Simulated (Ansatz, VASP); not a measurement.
# Cross-check of Ti (Titanium) between VASP and Ansatz

One calculation is typed for both programs; each brings its own data sets. How far apart do they land? The cell is taken from a series of runs on this material, whose earlier steps may have relaxed, scaled, displaced or heated it; both programs get it as it stands.

Calculated with Ansatz 0.2.0; plane waves, with VASP 6.6.1 beside it; relaxation of cell and atoms at PBE.

## Step 1: The structure

The structure is hexagonal, space group P6_3/mmc (No. 194). Conventional cell: a = 2.937 Å, b = 2.937 Å, c = 4.657 Å, α = 90.00°, β = 90.00°, γ = 120.00°. Nearest to Ti lie 12 Ti at 2.88 to 2.94 Å.

## Step 2: VASP: relaxation of cell and atoms, PBE

The relaxed volume is the usual yardstick between codes: in a stiff, nearly cubic crystal its relative difference is about their pressure difference at one cell divided by the bulk modulus.

Lines of VASP's logs that name or quote its potential files are left out, and so is its time.

INCAR reads:

```
SYSTEM = Ti
PREC = Accurate
ENCUT = 500
EDIFF = 1E-07
NELM = 120
ISMEAR = 1
SIGMA = 0.2
LREAL = .FALSE.
ALGO = Normal
GGA = PE
NBANDS = 18
LASPH = .TRUE.
LORBIT = 11
LWAVE = .FALSE.
LCHARG = .FALSE.
ISIF = 3
IBRION = 2
NSW = 80
EDIFFG = -0.005
GGA_COMPAT = .FALSE.
NELMIN = 4
```

POSCAR reads:

```
Ti
1.0
    2.9366970000      0.0000000000      0.0000000000
   -1.4683490000      2.5432540000      0.0000000000
    0.0000000000      0.0000000000      4.6569200000
Ti
2
Direct
    0.3333335124      0.6666667977      0.2500000000
    0.6666668281      0.3333332023      0.7500000000
```

KPOINTS reads:

```
Automatic mesh
0
Gamma
12 12 6
0 0 0
```

Potentials, in the order of the species: Ti_sv (PBE family, release 64).

Started as:

```sh
mpirun -np 1 vasp_std
```

Numbers of over 12 decimals in the logs are rounded to 6 here.

What it wrote:

```text
[banner, memory and clock lines left out]
running    1 mpi-ranks, on    1 nodes
 distrk:  each k-point on    1 cores,    1 groups
 distr:  one band on    1 cores,    1 groups

 POSCAR found type information on POSCAR Ti
 POSCAR found :  1 types and       2 ions
 LDA part: xc-table for (Slater+PW92), standard interpolation
 POSCAR, INCAR and KPOINTS ok, starting setup
 FFT: planning ... GRIDC
 FFT: planning ... GRID_SOFT
 FFT: planning ... GRID
 WAVECAR not read
 entering main loop
       N       E                     dE             d eps       ncg     rms          rms(c)
DAV:   1     0.256182099304E+03    0.25618E+03   -0.13012E+04  2736   0.162E+03
DAV:   2     0.120891333359E+02   -0.24409E+03   -0.24099E+03  2780   0.450E+02
DAV:   3    -0.165060842954E+02   -0.28595E+02   -0.28336E+02  5196   0.127E+02
DAV:   4    -0.176966119824E+02   -0.11905E+01   -0.11877E+01  3080   0.270E+01
DAV:   5    -0.177600737811E+02   -0.63462E-01   -0.63449E-01  4276   0.431E+00    0.118E+01
DAV:   6    -0.156645147834E+02    0.20956E+01   -0.78450E+00  3216   0.292E+01    0.298E+00
DAV:   7    -0.156503192673E+02    0.14196E-01   -0.76086E-01  4146   0.668E+00    0.205E+00
DAV:   8    -0.156779083552E+02   -0.27589E-01   -0.21622E-01  3186   0.555E+00    0.710E-01
DAV:   9    -0.156688271241E+02    0.90812E-02   -0.52497E-02  3252   0.237E+00    0.646E-02
DAV:  10    -0.156690937274E+02   -0.26660E-03   -0.26317E-03  4032   0.354E-01    0.884E-02
DAV:  11    -0.156691467336E+02   -0.53006E-04   -0.19632E-04  3224   0.106E-01    0.306E-02
DAV:  12    -0.156691355262E+02    0.11207E-04   -0.38418E-05  3518   0.483E-02    0.577E-03
DAV:  13    -0.156691374198E+02   -0.18936E-05   -0.84511E-07  3306   0.856E-03    0.105E-03
DAV:  14    -0.156691379618E+02   -0.54197E-06   -0.21649E-07  2304   0.391E-03    0.705E-04
DAV:  15    -0.156691381262E+02   -0.16440E-06   -0.42594E-08  1576   0.191E-03    0.895E-05
DAV:  16    -0.156691381779E+02   -0.51739E-07   -0.13972E-08  1514   0.103E-03
   1 F= -.15669138E+02 E0= -.15670327E+02  d E =-.156691E+02
[... from here on, the cycles between the ionic steps are left out ...]
   2 F= -.15669195E+02 E0= -.15670355E+02  d E =-.572421E-04
   3 F= -.15669257E+02 E0= -.15670428E+02  d E =-.118445E-03
   4 F= -.15669256E+02 E0= -.15670428E+02  d E =-.118246E-03
   5 F= -.15669241E+02 E0= -.15670406E+02  d E =-.102364E-03
   6 F= -.15669256E+02 E0= -.15670427E+02  d E =-.118265E-03
   7 F= -.15669261E+02 E0= -.15670424E+02  d E =-.464868E-05
   8 F= -.15669260E+02 E0= -.15670419E+02  d E =-.397479E-05
   9 F= -.15669261E+02 E0= -.15670422E+02  d E =-.445154E-05
  10 F= -.15669261E+02 E0= -.15670423E+02  d E =-.449633E-05
  11 F= -.15669261E+02 E0= -.15670423E+02  d E =-.451205E-05
 curvature:  -0.06 expect dE=-0.349E-06 dE for cont linesearch -0.532E-08
 trial: gam= 0.63339 g(F)=  0.100E-39 g(S)=  0.546E-05 ort =-0.915E-06 (trialstep = 0.928E+00)
 search vector abs. value=  0.834E-05
 bond charge predicted
       N       E                     dE             d eps       ncg     rms          rms(c)
DAV:   1    -0.156692986988E+02   -0.37757E-04   -0.16518E-03  2922   0.565E-01    0.465E-02
DAV:   2    -0.156692695002E+02    0.29199E-04   -0.12560E-04  2960   0.127E-01    0.223E-02
DAV:   3    -0.156692619993E+02    0.75010E-05   -0.43295E-05  4266   0.584E-02    0.824E-03
DAV:   4    -0.156692620656E+02   -0.66337E-07   -0.36142E-06  3162   0.223E-02    0.398E-03
DAV:   5    -0.156692625291E+02   -0.46352E-06   -0.61459E-07  3252   0.565E-03    0.223E-03
DAV:   6    -0.156692627131E+02   -0.18394E-06   -0.22067E-07  2332   0.510E-03    0.360E-04
DAV:   7    -0.156692627821E+02   -0.69001E-07   -0.24441E-08  1392   0.169E-03
  12 F= -.15669263E+02 E0= -.15670415E+02  d E =-.182715E-05
 trial-energy change:   -0.000002  1 .order   -0.000002   -0.000005    0.000001
 step:   0.8173(harm=  0.8173)  dis= 0.00000  next Energy=   -15.669263 (dE=-0.199E-05)
 reached required accuracy - stopping structural energy minimisation
```

From OUTCAR (step 2):

```text
ion  position               nearest neighbor table
   1  0.333  0.667  0.250-   2 2.88   2 2.88   2 2.88   2 2.88   2 2.88   2 2.88
   2  0.667  0.333  0.750-   1 2.88   1 2.88   1 2.88   1 2.88   1 2.88   1 2.88

  LATTYP: Found a hexagonal cell.
 ALAT       =     2.9366970000
 C/A-ratio  =     1.5857679563

 Subroutine GETGRP returns: Found 24 space group operations
 (whereof 12 operations were pure point group operations)

The static configuration has the point symmetry D_3d.
 The point group associated with its full space group is D_6h.

 Found     76 irreducible k-points:

   k-points           NKPTS =     76   k-points in BZ     NKDIM =     76   number of bands    NBANDS=     18

   dimension x,y,z NGX =    24 NGY =   24 NGZ =   36
   dimension x,y,z NGXF=    48 NGYF=   48 NGZF=   72

   ENCUT  =  500.0 eV  36.75 Ry    6.06 a.u.   5.35  5.35  8.49*2*pi/ulx,y,z

   NELECT =      24.0000    total number of electrons

 k-points in reciprocal lattice and weights: Automatic mesh
   0.00000000  0.00000000  0.00000000       0.001
   0.08333333 -0.00000000  0.00000000       0.007
   0.16666667  0.00000000  0.00000000       0.007
   0.25000000  0.00000000  0.00000000       0.007
   0.33333333  0.00000000  0.00000000       0.007
   0.41666667  0.00000000  0.00000000       0.007
   0.50000000  0.00000000  0.00000000       0.003
   0.08333333  0.08333333  0.00000000       0.007
   0.16666667  0.08333333  0.00000000       0.014
[...]
0.33333333  0.25000000  0.50000000       0.014
   0.33333333  0.33333333  0.50000000       0.002

 average (electrostatic) potential at core
       1 -72.4444       2 -72.4444

 E-fermi :   8.3750

 k-point     1 :       0.0000    0.0000    0.0000
  band No.  band energies     occupation
    ...
      6     -24.3855      2.00000
      7     -24.3472      2.00000
      8     -24.3472      2.00000
      9       2.1392      2.00000
     10       5.6603      2.00000
     11       9.1290     -0.00000
     12       9.1290     -0.00000
     13       9.1297     -0.00000
     14       9.2404     -0.00000
     15       9.6285     -0.00000
    ...

 k-point     2 :       0.0833   -0.0000    0.0000
  band No.  band energies     occupation
    ...
      6     -24.3921      2.00000
      7     -24.3797      2.00000
      8     -24.3513      2.00000
      9       2.3343      2.00000
     10       5.8137      2.00000
     11       8.7673     -0.01808
     12       8.8037     -0.00980
     13       9.2664     -0.00000
     14       9.4707     -0.00000
     15       9.5495     -0.00000
    ...

 k-point     3 :       0.1667    0.0000    0.0000
  band No.  band energies     occupation
    ...
      8     -24.3632      2.00000
      9       2.8950      2.00000
     10       6.2091      2.00000
     11       8.0791      2.05708
     12       8.3389      1.30052
     13       9.2678     -0.00000
     14       9.6145     -0.00000
     15       9.6508     -0.00000
     16       9.6618     -0.00000
     17       9.8532     -0.00000
    ...

  Total       -0.0019796     -0.0019796      0.0006467      0.0000000     -0.0000000      0.0000000
  in kB       -0.0914632     -0.0914632      0.0298790      0.0000000     -0.0000000      0.0000000
  external PRESSURE =      -0.0510158 kB  Pullay stress =       0.0000000 kB

  energy-cutoff  :      500.00
  volume of cell :       34.68
      direct lattice vectors                 reciprocal lattice vectors
     2.935181073  0.000000000  0.000000000     0.340694484  0.196700135 -0.000000000
    -1.467591036  2.541941169 -0.000000000    -0.000000000  0.393400135  0.000000000
     0.000000000 -0.000000000  4.647808830    -0.000000000  0.000000000  0.215155149

 POSITION                                       TOTAL-FORCE (eV/Angst)
 -----------------------------------------------------------------------------------
      0.00000      1.69463      1.16195         0.000000      0.000000      0.000000
      1.46759      0.84731      3.48586        -0.000000     -0.000000      0.000000
 -----------------------------------------------------------------------------------
    total drift:                               -0.001360      0.000173     -0.000147

  FREE ENERGIE OF THE ION-ELECTRON SYSTEM (eV)
  ---------------------------------------------------
  free  energy   TOTEN  =       -15.6692627821 eV

  energy  without entropy=      -15.6727188347  energy(sigma->0) =      -15.67041480

 reached required accuracy - stopping structural energy minimisation

 total charge
# of ion       s       p       d       tot
------------------------------------------
    1        2.250   6.122   1.880  10.251
    2        2.250   6.122   1.880  10.251
--------------------------------------------------
tot          4.500  12.243   3.760  20.503

[... 3 further parts left out ...]
```

CONTCAR:

```
Ti
   1.00000000000000
     2.9351810728276084    0.0000000002986906    0.0000000000000000
    -1.4675910358970297    2.5419411687273477   -0.0000000000000000
     0.0000000000000000   -0.0000000000000000    4.6478088300614750
  Ti
     2
Direct
     0.3333335124000030    0.6666667977000031    0.2500000000000000
     0.6666668280999986    0.3333332022999969    0.7500000000000000
```

The run keeps the 24 symmetry operations of its start, so it cannot find a distortion of lower symmetry.

## Step 3: Ansatz: relaxation of cell and atoms, PBE

Ansatz runs on its default PAW (the set named soft_2) files.

The same cell, functional, mesh and smearing now go to Ansatz, which takes its cutoff from its data sets.

input.yaml reads:

```yaml
crystal:
  lattice:
    - [2.936697052, 0.0, 0.0]
    - [-1.468348526, 2.5432542502, 0.0]
    - [0.0, 0.0, 4.6569198026]
  atoms:
    - { symbol: Ti, position: [0.3333333333, 0.6666666667, 0.25] }
    - { symbol: Ti, position: [0.6666666667, 0.3333333333, 0.75] }
kpoints:
  mp_grid: { grid: [12, 12, 6] }
hamiltonian:
  xc: pbe
scf:
  occupations: { method: methfessel_paxton, width: 0.2 }
output:
  forces: true
  stress: true
  eigenvalues: true
relax:
  adjacent_minimum: "off"
  f_tol: 0.001
  max_steps: 60
  cell: { stress_tol: 0.01 }
```

Started as:

```sh
ansatz run input.yaml --threads 4 --pin off --max-ram 10240MiB --backend cpu --events-out ev --progress --plain --runs-dir out
```

What it wrote:

```text
Engine: ansatz 0.2.0, x86_64-unknown-linux-gnu
Pseudopotentials: kind: paw
Pseudopotential: Ti, paw, valence charge 12, recommended cutoff 420 eV (normal), Ti.paw.azcp
Functional definition: PBE
  parameter kappa = 0.804
  parameter beta = 0.066725
  exchange = pbe_x(kappa = kappa, mu = beta*pi^2/3)
  correlation = pbe_c(beta = beta)
Crystal: 2 atoms, lattice volume = 34.781 Å³
Basis set: ecut = 420 eV, 687 PW (Γ), exchange–correlation on 40×40×64 points (8 copies of the dense FFT grid, shifted against one another)
Bands: 16, of which v1, the nominal top of the filled ones, is band 12 counted from 1 (11 counted from 0)
Symmetry: 24 space group operations
Space group: P63/mmc (ITA 194), of the structure as read, at distance tolerance 3.3e-5 Å
k-points: 76 of 864
Non-local potential: Ti, projectors of the file, l = 0: 3, l = 1: 2, l = 2: 3, l = 3: 1
PAW form: soft (Blöchl's): semilocal exchange-correlation on the pseudo side does not see the compensation charge
PAW one-centre angular grid: Ti, 590 points (default); XC on 64 Gauss nodes
Initial density: superposition of atomic densities (neutral atoms: chi_scale 0, normalization atom), corrected by the library's trained network
Initial wavefunctions: pseudopotential atomic-orbital guess
Functional: x = pbe(κ = 0.804, μ = 0.219515), c = pbe(β = 0.066725)
SCF iter   1: F=—  HF=-4999.331930 eV  |F-HF|=—  |Δ(HF+E_count)|=         —  Δρ=5.10e-3  dr2=4.35e-3  ethr=1.77e-3  ⟨swp⟩=3.2  Hψ=4371  notcnv=0
preconditioner: auto → none  [metal: Δε(μ)=0.020 eV  Ē_g=2.835 eV  σ=0.200 eV  W_gap=0.08  n_scr=8 (ndim 8)  ℏωp=17.8 eV  f_vac=0.000  D(μ)=2.20/eV (n_scr^D=22)  sad-step TF]
SCF iter   2: F=—  HF=-4999.331055 eV  |F-HF|=—  |Δ(HF+E_count)|=   8.75e-4  S|Δr|=    0.00e0  Δρ=2.56e-3  dr2=1.17e-3  ethr=1.81e-5  ⟨swp⟩=1.0  Hψ=1824  notcnv=0
SCF iter   3: F=—  HF=-4999.331181 eV  |F-HF|=—  |Δ(HF+E_count)|=   1.26e-4  S|Δr|=    0.00e0  Δρ=3.15e-4  dr2=1.40e-5  ethr=4.88e-6  ⟨swp⟩=2.5  Hψ=1902  notcnv=0
SCF iter   4: F=—  HF=-4999.331201 eV  |F-HF|=—  |Δ(HF+E_count)|=   1.99e-5  S|Δr|=    0.00e0  Δρ=7.28e-5  dr2=1.53e-6  ethr=5.83e-8  ⟨swp⟩=2.5  Hψ=2132  notcnv=0
SCF iter   5: F=-4999.331200 eV  HF=-4999.331200 eV  |F-HF|=5.00e-9  |Δ(HF+E_count)|=   4.73e-7  S|Δr|=    0.00e0  Δρ=1.04e-5  dr2=2.65e-8  ethr=4.17e-10  ⟨swp⟩=3.0  Hψ=4731  notcnv=0
SCF 1 converged in 5 iterations: F = -4999.331200 eV  dr2 = 2.65e-8
  greatest PAW one-centre occupation: 0.999 electrons in one spin orbital (limit 2), on the Ti atom at site 1 (counted from 0), in its partial waves of l = 0
relax step   1: F+E_penalty+E_count = -4999.33120012 eV  Δ(F+E_penalty+E_count) = +0.000e0 eV  max|allowed force component| = 2.776e-16 eV/Å  Δτ_max = 0.0000 Å  P = -0.012 GPa  Ω = 34.781 Å³  (5 SCF iters, dr2 threshold 1.00e-7 eV, accepted)
[...]
relax step   2: F+E_penalty+E_count = -4999.33121371 eV  Δ(F+E_penalty+E_count) = -1.359e-5 eV  max|allowed force component| = 6.615e-16 eV/Å  Δτ_max = 0.0000 Å  P = +0.003 GPa  Ω = 34.777 Å³  energy of the carried Pulay correction = +5.205e-7 eV  (3 SCF iters, dr2 threshold 2.81e-8 eV, accepted)
[...]
relax step   3: F+E_penalty+E_count = -4999.33121248 eV  Δ(F+E_penalty+E_count) = +1.230e-6 eV  max|allowed force component| = 7.355e-16 eV/Å  Δτ_max = 0.0000 Å  P = +0.003 GPa  Ω = 34.777 Å³  stress off target by 6.47e-3 GPa  SCF on the basis re-selected at this cell (its energy is not comparable with the rows above)  (4 SCF iters)
basis re-selected at this cell: Δ(F+E_penalty+E_count) = +1.230e-6 eV, ΔP = +0.000 GPa vs the last step (what re-selecting the basis moved, of the pressure what is left beyond the Pulay correction that the steps carried, after the strain that the cell walked since its last selection, with what the two solves' SCF thresholds leave and, on support functions, any second-order correction that the steps lacked; it is no m [...]
SCF converged after 4 iterations
Stability not checked: this state was not tested for a lower state beside it, because cold or Methfessel-Paxton smearing, or corrected tetrahedra, fill the levels in a way that the test cannot read (fill_not_monotonic; see scf.lower_state_search)
Free energy (F): -4999.331212 eV
Harris-Foulkes:  -4999.331212 eV  (|F-HF|=3.64e-12)
Internal energy: -4999.334678 eV  (E = F + TS)
E sigma→0 (E₀):  -4999.332079 eV
Entropy (-TS):   0.003466 eV (1.733 meV/atom)
Fermi energy:    13.384227 eV
--- Per-component energies (eV) ---
  E_band       = -315.434606
  E_kinetic    = 544.639603
  E_local      = -1626.805622  (includes V_loc(G=0)·N_el)
  E_nonlocal   = 16.035795
  E_hartree    = 668.099109
  E_xc         = -194.926663
  E_vxc        = -243.861722  (∫ρ·V_xc dr)
  E_paw        = -2095.089601  (= ΣΔE_a)
  E_vpaw       = -341.641090  (= ΣTr[D̂ρ^β])
  E_aug_tail   = 0.000231  (compensation charges beyond the density's cutoff)
  E_ewald      = -2311.287530
  E_smearing   = 0.003466  (= −TS)
  E_closure    = -0.000000  (closes the sum)
  Σ components = -4999.331212   (vs F -4999.331212, Δ=0.00e0)
--- Forces (eV/Å), atoms counted from 1 ---
  atom   1  Ti    -0.00000000     0.00000000     0.00000000
  atom   2  Ti    -0.00000000    -0.00000000    -0.00000000
  max |Σ_I F_I| component: 1.11e-16 eV/Å
--- Stress (GPa, compression-positive) ---
        0.001176      -0.000000       0.000000
        0.000000       0.001176       0.000000
        0.000000       0.000000       0.006468
  P = ⅓ Tr σ = 0.0029 GPa (0.029 kbar)
--- Band table (eV; the first three rows and the last of 76) ---
  k-point 0: bands = [... 8 lower, 7.1802, 10.6817, 14.1217, 14.1393, 14.1393, 14.2520, 14.6386, 14.6386]
  k-point 1: bands = [... 8 lower, 7.4132, 10.5518, 13.7673, 14.0443, 14.0443, 14.1241, 14.5164, 14.5164]
  k-point 2: bands = [... 8 lower, 8.0742, 9.9967, 13.3601, 13.7983, 13.9674, 13.9674, 14.2608, 14.2608]
  k-point 75: bands = [... 8 lower, 12.1191, 12.1191, 12.2897, 12.2897, 13.1411, 13.1411, 15.0419, 15.0419]
--- Relaxed structure (2 steps of the walk, 2 accepted, 1 SCFs on fresh bases) ---
  F+E_penalty+E_count = -4999.33121248 eV   max|allowed force component| = 7.355e-16 eV/Å   (the final SCF, on the basis selected at the relaxed cell)
  cell:  # Å, volume = 34.7772 Å³
    - [2.937868, 0, 0]
    - [-1.468934, 2.544268, 0]
    - [0, 0, 4.652637]
  atoms:
    - { symbol: Ti, position: [0.333333, 0.666667, 0.250000] }
    - { symbol: Ti, position: [0.666667, 0.333333, 0.75] }
```

## Step 4: Side by side

Known differences besides the potentials themselves: the cutoff is 420 eV in Ansatz and 500 eV in VASP; Ansatz adds a Pulay correction to the stress that steers its cell, VASP none. Total energies have different zeros and are not compared.

The two programs side by side:

| quantity | Ansatz | VASP | difference |
| --- | --- | --- | --- |
| volume (Å³) | 34.78 | 34.68 | +0.29 % |
| edge a after relaxation, in the typed setting (Å) | 2.938 | 2.935 | +0.09 % |
| edge c after relaxation, in the typed setting (Å) | 4.653 | 4.648 | +0.10 % |

## Step 5: Results

```yaml
difference_in_volume_relaxation_of_cell_and_atoms_pbe: 0.29 %
```

In words: The difference in volume is 0.29 % (relaxation of cell and atoms, PBE), within the 1.2 % picked in this series as the mark of a large difference, as far as the stopping tolerances let one tell. Such differences can come from data sets, numerical settings and the points named under the comparisons, not from the functional's error against experiment.

[Lines on the potential files, build, host, timing and source positions are cut from VASP's logs without a mark.]

[Logs are printed without paths, hosts, clocks, repeated set-up lines and the standing remarks that a program may print on its own settings, such as how far it seeks lower states.]

[Hosts, paths, dates, database ids (printed as entryN), source tags and the programs' standing remarks are cut or masked in the printed files.]
